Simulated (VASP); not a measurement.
Method: PBE GGA, VASP's PBE PAW potentials (set 64) (plane waves; VASP).

VASP ran on this input.

KPOINTS:
```
Automatic mesh
0
Gamma
6 6 6
0 0 0
```

### INCAR
```
SYSTEM = MoS2
PREC = Accurate
ENCUT = 400
EDIFF = 1E-6
NELM = 100
ALGO = Normal
LREAL = .FALSE.
LASPH = .TRUE.
ISMEAR = 0
SIGMA = 0.05
GGA = PE
LMAXMIX = 4
LWAVE = .TRUE.
LCHARG = .FALSE.
```

### POSCAR
```
MoS2
1
    1.5914768554     0.9188391007     6.7655853458
   -1.5914768554     0.9188391007     6.7655853458
    0.0000000000    -1.8376793138     6.7655853617
Mo S
1 2
Direct
  0.0000006791   0.0000006791   0.0000006791
  0.7436039767   0.7436039767   0.7436039767
  0.5896953442   0.5896953442   0.5896953442
```

POTCAR, in this order: Mo_sv S (PBE.64 set). Program: vasp_std.

Without a dispersion term in the relaxation, distances and binding between the weakly bound layers, chains or molecules are unreliable, and so is what depends on them.

Estimate the energy per atom (σ→0).

The energy per atom (σ→0) is -7.283 eV/atom.

File OSZICAR:
```
...
DAV:   9    -0.218489495484E+02   -0.12842E-02   -0.27509E-02  1316   0.111E+00    0.615E-01
DAV:  10    -0.218475163834E+02    0.14332E-02   -0.13177E-02  1143   0.831E-01    0.183E-01
DAV:  11    -0.218475472990E+02   -0.30916E-04   -0.47855E-04  1189   0.173E-01    0.693E-02
DAV:  12    -0.218475463583E+02    0.94061E-06   -0.27035E-04  1196   0.113E-01    0.381E-02
DAV:  13    -0.218475735827E+02   -0.27224E-04   -0.69623E-05  1108   0.504E-02    0.169E-02
DAV:  14    -0.218475747141E+02   -0.11313E-05   -0.62882E-06  1353   0.166E-02    0.397E-03
DAV:  15    -0.218475747258E+02   -0.11731E-07   -0.90309E-07   680   0.685E-03
   1 F= -.21847575E+02 E0= -.21847575E+02  d E =-.258473E-21
```

The structure was generated: MoS2 was put into the 3R-MoS2 type (R3m), which need not be its known phase. It was relaxed first, which changed the volume by +12 %.
